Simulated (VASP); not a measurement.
An input for Quantum ESPRESSO's pw.x (written as the equivalent of a VASP run, and not itself run):

```
&CONTROL
  calculation = 'scf'
  pseudo_dir = './pseudo'
  outdir = './out'
  tprnfor = .true.
  tstress = .true.
/
&SYSTEM
  ibrav = 0
  nat = 4
  ntyp = 1
  ecutwfc = 82
  occupations = 'smearing'
  smearing = 'methfessel-paxton'
  degauss = 0.00735
  input_dft = 'pbe'
/
&ELECTRONS
  conv_thr = 7.3e-08
  electron_maxstep = 100
/
ATOMIC_SPECIES
  C 12.011 C.upf
CELL_PARAMETERS angstrom
     1.2491160   -2.1366670    0.0000000
     1.2491160    2.1366670    0.0000000
     0.0000000    0.0000000    6.8797190
ATOMIC_POSITIONS crystal
  C    0.0000000  0.0000000  0.2500000
  C    0.0000000  0.0000000  0.7500000
  C    0.3333330  0.6666670  0.2500000
  C    0.6969810  0.3636470  0.7500000
K_POINTS automatic
  11 11 3 0 0 0
```

### Question
Write the VASP files for the same calculation (PBE).

### Answer
Several could match; the one computed here: 
**INCAR**
```
# general
SYSTEM=C
PREC  =Accurate
ENCUT =520   # plane-wave cut-off (eV)
LREAL =.FALSE.   # projection in real space or not
LASPH =.TRUE.

# electronic loop
EDIFF =1E-6   # SCF stop (eV)
NELM  =100   # most electronic steps
ALGO  =Normal

# smearing
ISMEAR=1   # Methfessel-Paxton
SIGMA =0.1   # width (eV)

# functional
GGA   =PE   # PBE

# ions
ISIF  =2   # forces and stress, cell fixed

# output
LWAVE =.FALSE.
LCHARG=.FALSE.
```

File POSCAR:
```
C
2.4750020
  0.5046929255  -0.8632991004   0.0000000000
  0.5046929255   0.8632991004   0.0000000000
  0.0000000000   0.0000000000   2.7796821982
C
4
Cartesian
  0.0000000000   0.0000000000   0.6949205496
  0.0000000000   0.0000000000   2.0847616487
  0.5046929255   0.2877669423   0.6949205496
  0.5352914482  -0.2877669423   2.0847616487
```

### KPOINTS
```
Automatic
0
G
11 11 3
0 0 0
```

POTCAR, in this order: C (PBE.64 set). Program: vasp_std.

Limits of the translation: the potentials are each code's own (VASP's PAW set, PseudoDojo norm-conserving files in pw.x), so ENCUT and ecutwfc are chosen apart and not converted; conv_thr bounds pw.x's estimated SCF error, while EDIFF bounds the energy change between steps.

The compound is C in the graphite structure. The cell was not relaxed at this level. The run is one of a series of settings (KPOINTS 11×11×3 Γ-centred mesh against the base run), some of them coarse on purpose.
